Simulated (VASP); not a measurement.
VASP input:

File POSCAR:
```
MnGe
1
   -0.0000000000     2.4723515527     2.4723515527
    2.4723515527    -0.0000000000     2.4723515527
    2.4723515527     2.4723515527    -0.0000000000
Ge Mn
1 1
Direct
  1.0000000000   1.0000000000   0.0000000000
  0.5000000000   0.5000000000   0.5000000000
```

INCAR:
```
! general
SYSTEM =MnGe
PREC   =Accurate
ENCUT  =400
LREAL  =.False.
LASPH  =.True.

! electronic loop
EDIFF  =1E-7
NELM   =100
ALGO   =Normal
LMAXMIX=4

! smearing
ISMEAR =-5

! functional
GGA    =PS

! spin
ISPIN  =2
MAGMOM =-0.1 2.9

! ions
ISIF   =2

! output
LWAVE  =.False.
LCHARG =.True.
LORBIT =11
NEDOS  =601
```

### KPOINTS
```
Automatic
0
Gamma
14 14 14
```

POTCAR, in this order: Ge_d Mn_pv (PBE.64 set). Program: vasp_std.

Question: Write an equivalent input for Ansatz.

Answer: One equivalent input (not run):
Ansatz 0.2 input:
```yaml
crystal:
  lattice:
    - [0.0000000, 2.4723516, 2.4723516]
    - [2.4723516, 0.0000000, 2.4723516]
    - [2.4723516, 2.4723516, 0.0000000]
  atoms:
    - { symbol: Ge, position: [1.0000000, 1.0000000, 0.0000000], spin: -0.1 }
    - { symbol: Mn, position: [0.5000000, 0.5000000, 0.5000000], spin: 2.9 }
kpoints:
  mp_grid: { grid: [14, 14, 14] }
hamiltonian:
  xc: pbesol
  pseudopotentials: { kind: paw }
magnetization: { spin_polarized: true }
scf:
  occupations: { method: tetrahedron }
  max_iter: 100
output: { forces: true, stress: true, eigenvalues: true }
```
What does not carry over: each code has its own PAW files, so the cut-off isn't converted (ENCUT is set for VASP's; basis.ecutwfc is left out, and Ansatz then takes the one that its files recommend); Ansatz stops its SCF on the density residual and VASP on the energy change (EDIFF).

The structure was generated: MnGe was put into the rocksalt type (Fm-3m), which need not be its known phase. It was relaxed first, which changed the volume by -18 %.
